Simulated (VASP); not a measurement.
These are SCAN meta-GGA, VASP's PBE PAW potentials (set 64) (plane waves; VASP) values and carry that method's errors.

VASP input:

INCAR:
```
SYSTEM = Zr
PREC = Accurate
ENCUT = 520
EDIFF = 1E-6
NELM = 100
ALGO = Normal
LREAL = .FALSE.
LASPH = .TRUE.
ISMEAR = 1
SIGMA = 0.1
METAGGA = SCAN
LMIXTAU = .TRUE.
LMAXMIX = 4
LWAVE = .FALSE.
LCHARG = .FALSE.
IBRION = 2
ISIF = 3
NSW = 60
EDIFFG = -0.01
```

KPOINTS:
```
kpoints
0
G
  12 12 7
0 0 0
```

**POSCAR**
```
Zr
1
    1.6150000000    -2.7972620000     0.0000000000
    1.6150000000     2.7972620000     0.0000000000
    0.0000000000     0.0000000000     5.1500000000
Zr
2
Direct
  0.3333330000   0.6666670000   0.2500000000
  0.6666670000   0.3333330000   0.7500000000
```

POTCAR, in this order: Zr_sv (PBE.64 set). Program: vasp_std.

What VASP printed:

File OUTCAR:
```
 ion  position               nearest neighbor table
   1  0.333  0.667  0.250-   2 3.18   2 3.18   2 3.18   2 3.18   2 3.18   2 3.18
   2  0.667  0.333  0.750-   1 3.18   1 3.18   1 3.18   1 3.18   1 3.18   1 3.18
  LATTYP: Found a hexagonal cell.
 ALAT       =     3.2299999530
 C/A-ratio  =     1.5944272678
 Subroutine PRICEL returns:
 Original cell was already a primitive cell.
 Subroutine GETGRP returns: Found 24 space group operations
The static configuration has the point symmetry D_3d.
 The point group associated with its full space group is D_6h.
The dynamic configuration has the point symmetry D_3d.
 Subroutine INISYM returns: Found 24 space group operations
 Subroutine IBZKPT returns following result:
 Found     76 irreducible k-points:

 Following reciprocal coordinates:
            Coordinates               Weight
  0.000000  0.000000  0.000000      1.000000
  0.083333  0.000000  0.000000      6.000000
  0.166667 -0.000000  0.000000      6.000000
  0.250000 -0.000000  0.000000      6.000000
  0.333333  0.000000  0.000000      6.000000
  0.416667  0.000000  0.000000      6.000000
  0.500000 -0.000000  0.000000      3.000000
  0.083333  0.083333  0.000000      6.000000
  0.166667  0.083333  0.000000     12.000000
  0.250000  0.083333  0.000000     12.000000
  0.333333  0.083333  0.000000     12.000000
  0.416667  0.083333  0.000000     12.000000
  0.166667  0.166667  0.000000      6.000000
  0.250000  0.166667  0.000000     12.000000
  0.333333  0.166667  0.000000     12.000000
  0.416667  0.166667  0.000000      6.000000
  0.250000  0.250000  0.000000      6.000000
  0.333333  0.250000  0.000000     12.000000
  0.333333  0.333333  0.000000      2.000000
  0.000000  0.000000  0.142857      2.000000
  0.083333  0.000000  0.142857     12.000000
  0.166667 -0.000000  0.142857     12.000000
...
```

### OSZICAR
```
       N       E                     dE             d eps       ncg     rms          rms(c)
DAV:   1     0.168009667413E+03    0.16801E+03   -0.13892E+04  2432   0.153E+03
DAV:   2    -0.572061515763E+02   -0.22522E+03   -0.22319E+03  3120   0.426E+02
DAV:   3    -0.751719720509E+02   -0.17966E+02   -0.17807E+02  4704   0.831E+01
DAV:   4    -0.756253179597E+02   -0.45335E+00   -0.45332E+00  2608   0.155E+01
DAV:   5    -0.756419878055E+02   -0.16670E-01   -0.16670E-01  3888   0.190E+00    0.192E+01
DAV:   6    -0.608635825813E+02    0.14778E+02   -0.32233E+00  4056   0.121E+01    0.125E+01
DAV:   7    -0.600768457915E+02    0.78674E+00   -0.59560E+01  3056   0.437E+01    0.945E+00
DAV:   8    -0.604367418338E+02   -0.35990E+00   -0.11325E+00  2504   0.924E+00    0.714E+00
DAV:   9    -0.609248648231E+02   -0.48812E+00   -0.40114E-01  3336   0.422E+00    0.619E+00
DAV:  10    -0.611367016436E+02   -0.21184E+00   -0.50563E-01  2872   0.312E+00    0.860E+00
DAV:  11    -0.614573967009E+02   -0.32070E+00   -0.31243E+00  3576   0.115E+01    0.308E+00
DAV:  12    -0.613451198034E+02    0.11228E+00   -0.47105E-01  2448   0.872E+00    0.112E+00
DAV:  13    -0.613504496774E+02   -0.53299E-02   -0.56503E-02  3752   0.119E+00    0.142E+00
DAV:  14    -0.613519632504E+02   -0.15136E-02   -0.11572E-01  2448   0.491E+00    0.138E+00
DAV:  15    -0.613831444862E+02   -0.31181E-01   -0.48055E-02  2432   0.294E+00    0.170E+00
DAV:  16    -0.613766089409E+02    0.65355E-02   -0.13898E-02  2696   0.146E+00    0.260E+00
DAV:  17    -0.613904467568E+02   -0.13838E-01   -0.99549E-03  3848   0.763E-01    0.325E+00
DAV:  18    -0.613660938992E+02    0.24353E-01   -0.46743E-03  3952   0.739E-01    0.348E+00
DAV:  19    -0.613818299025E+02   -0.15736E-01   -0.24213E-03  3416   0.484E-01    0.387E+00
DAV:  20    -0.613878113449E+02   -0.59814E-02   -0.25919E-02  2432   0.238E+00    0.430E+00
DAV:  21    -0.614026447445E+02   -0.14833E-01   -0.19295E-02  2464   0.182E+00    0.390E+00
DAV:  22    -0.614238383473E+02   -0.21194E-01   -0.31662E-02  2640   0.203E+00    0.305E+00
DAV:  23    -0.613929735038E+02    0.30865E-01   -0.21024E-02  2984   0.147E+00    0.202E+00
DAV:  24    -0.614003523410E+02   -0.73788E-02   -0.39979E-03  2440   0.789E-01    0.157E+00
DAV:  25    -0.613881519438E+02    0.12200E-01   -0.23395E-02  3272   0.188E+00    0.753E-01
DAV:  26    -0.613864110154E+02    0.17409E-02   -0.53387E-03  3712   0.653E-01    0.398E-01
DAV:  27    -0.613867869949E+02   -0.37598E-03   -0.87522E-04  2552   0.320E-01    0.360E-01
DAV:  28    -0.613847644307E+02    0.20226E-02   -0.19668E-03  3552   0.430E-01    0.229E-01
DAV:  29    -0.613846307194E+02    0.13371E-03   -0.14436E-03  3040   0.426E-01    0.951E-02
DAV:  30    -0.613847636756E+02   -0.13296E-03   -0.39023E-04  3768   0.195E-01    0.134E-02
DAV:  31    -0.613847262739E+02    0.37402E-04   -0.14800E-04  2488   0.145E-01    0.832E-03
DAV:  32    -0.613847236968E+02    0.25771E-05   -0.10866E-04  2472   0.141E-01    0.574E-03
DAV:  33    -0.613847354966E+02   -0.11800E-04   -0.11641E-05  2768   0.415E-02    0.636E-03
DAV:  34    -0.613847297538E+02    0.57428E-05   -0.18474E-06  1944   0.160E-02    0.823E-03
DAV:  35    -0.613847353621E+02   -0.56083E-05   -0.32279E-06  2160   0.180E-02    0.515E-03
DAV:  36    -0.613847417094E+02   -0.63473E-05   -0.27947E-06  2360   0.150E-02    0.134E-03
DAV:  37    -0.613847421987E+02   -0.48926E-06   -0.16412E-06  1880   0.173E-02
   1 F= -.61384742E+02 E0= -.61383879E+02  d E =-.613847E+02
       N       E                     dE             d eps       ncg     rms          rms(c)
DAV:   1    -0.613912897689E+02   -0.65481E-02   -0.27266E-01  2480   0.578E+00    0.763E-01
DAV:   2    -0.613858007186E+02    0.54891E-02   -0.27902E-02  2728   0.158E+00    0.303E-01
DAV:   3    -0.613855911660E+02    0.20955E-03   -0.20942E-02  3280   0.170E+00    0.131E-01
DAV:   4    -0.613866607516E+02   -0.10696E-02   -0.24903E-02  2432   0.202E+00    0.922E-02
DAV:   5    -0.613846391266E+02    0.20216E-02   -0.10982E-02  2432   0.119E+00    0.247E-02
DAV:   6    -0.613847672527E+02   -0.12813E-03   -0.13518E-03  3096   0.422E-01    0.278E-02
DAV:   7    -0.613848505844E+02   -0.83332E-04   -0.29116E-04  2448   0.235E-01    0.184E-02
DAV:   8    -0.613846912105E+02    0.15937E-03   -0.12650E-04  2496   0.126E-01    0.127E-02
DAV:   9    -0.613846136259E+02    0.77585E-04   -0.11961E-04  2480   0.137E-01    0.339E-03
DAV:  10    -0.613846062650E+02    0.73609E-05   -0.15998E-05  2568   0.456E-02    0.291E-03
DAV:  11    -0.613846054568E+02    0.80821E-06   -0.42088E-07  1632   0.722E-03
   2 F= -.61384605E+02 E0= -.61383751E+02  d E =0.136742E-03
       N       E                     dE             d eps       ncg     rms          rms(c)
DAV:   1    -0.613876057489E+02   -0.29995E-02   -0.11967E-01  2480   0.383E+00    0.512E-01
DAV:   2    -0.613855967262E+02    0.20090E-02   -0.12196E-02  2736   0.105E+00    0.199E-01
DAV:   3    -0.613855840021E+02    0.12724E-04   -0.91434E-03  3240   0.111E+00    0.871E-02
DAV:   4    -0.613858399435E+02   -0.25594E-03   -0.10680E-02  2432   0.132E+00    0.625E-02
DAV:   5    -0.613848937396E+02    0.94620E-03   -0.46200E-03  2432   0.794E-01    0.161E-02
DAV:   6    -0.613848324749E+02    0.61265E-04   -0.61758E-04  2992   0.268E-01    0.191E-02
DAV:   7    -0.613848545352E+02   -0.22060E-04   -0.11517E-04  2456   0.148E-01    0.111E-02
DAV:   8    -0.613848168560E+02    0.37679E-04   -0.60247E-05  2464   0.885E-02    0.793E-03
DAV:   9    -0.613848267098E+02   -0.98538E-05   -0.24302E-05  2544   0.674E-02    0.210E-03
DAV:  10    -0.613848257613E+02    0.94849E-06   -0.69084E-06  2088   0.313E-02
   3 F= -.61384826E+02 E0= -.61383964E+02  d E =-.835627E-04
       N       E                     dE             d eps       ncg     rms          rms(c)
DAV:   1    -0.613850439929E+02   -0.21728E-03   -0.82980E-03  2480   0.101E+00    0.135E-01
DAV:   2    -0.613848188354E+02    0.22516E-03   -0.85087E-04  2712   0.276E-01    0.528E-02
DAV:   3    -0.613848141882E+02    0.46472E-05   -0.63109E-04  3280   0.295E-01    0.226E-02
DAV:   4    -0.613848579267E+02   -0.43738E-04   -0.75686E-04  2432   0.354E-01    0.166E-02
DAV:   5    -0.613848143411E+02    0.43586E-04   -0.31542E-04  2432   0.205E-01    0.434E-03
DAV:   6    -0.613848206854E+02   -0.63443E-05   -0.40630E-05  2984   0.709E-02    0.483E-03
DAV:   7    -0.613848277766E+02   -0.70911E-05   -0.70847E-06  1920   0.370E-02    0.314E-03
DAV:   8    -0.613848221767E+02    0.55998E-05   -0.47201E-06  1864   0.267E-02    0.200E-03
DAV:   9    -0.613848168695E+02    0.53073E-05   -0.23451E-06  1848   0.213E-02    0.726E-04
DAV:  10    -0.613848164480E+02    0.42150E-06   -0.28802E-07  1264   0.753E-03
   4 F= -.61384816E+02 E0= -.61383956E+02  d E =-.742493E-04
```

### OUTCAR
```
------------------------ aborting loop because EDIFF is reached ----------------------------------------
  FORCE on cell =-STRESS in cart. coord.  units (eV):
  Direction    XX          YY          ZZ          XY          YZ          ZX
  --------------------------------------------------------------------------------------
  Total        0.0067119      0.0067119     -0.0174277      0.0000000     -0.0000000      0.0000000
  in kB        0.2303472      0.2303472     -0.5981028      0.0000000     -0.0000000      0.0000000
  external PRESSURE =      -0.0458028 kB  Pullay stress =       0.0000000 kB
  volume of cell :       46.68
      direct lattice vectors                 reciprocal lattice vectors
     1.616920798 -2.800588920 -0.000000000     0.309229741 -0.178533878  0.000000000
     1.616920798  2.800588920  0.000000000     0.309229741  0.178533878 -0.000000000
     0.000000000  0.000000000  5.154744764    -0.000000000 -0.000000000  0.193996026
 POSITION                                       TOTAL-FORCE (eV/Angst)
 -----------------------------------------------------------------------------------
      1.61692      0.93353      1.28869        -0.000000      0.000000      0.000000
      1.61692     -0.93353      3.86606         0.000000     -0.000000      0.000000
 -----------------------------------------------------------------------------------
    total drift:                                0.000000      0.001120     -0.000019
  FREE ENERGIE OF THE ION-ELECTRON SYSTEM (eV)
  ---------------------------------------------------
  free  energy   TOTEN  =       -61.3848164480 eV

  energy  without entropy=      -61.3822361041  energy(sigma->0) =      -61.38395633

 reached required accuracy - stopping structural energy minimisation
```
(Selected blocks of OUTCAR.)

**CONTCAR**
```
Zr
   1.00000000000000
     1.6169207984577532   -2.8005889203264553   -0.0000000000000000
     1.6169207984577532    2.8005889203264553    0.0000000000000000
     0.0000000000000000    0.0000000000000000    5.1547447638267361
  Zr
     2
Direct
     0.3333330000000032    0.6666669999999968    0.2500000000000000
     0.6666669999999968    0.3333330000000032    0.7500000000000000
```

The compound is Zr in the hcp structure. This run relaxes it. Symmetry was kept, so distortions that lower it aren't found.
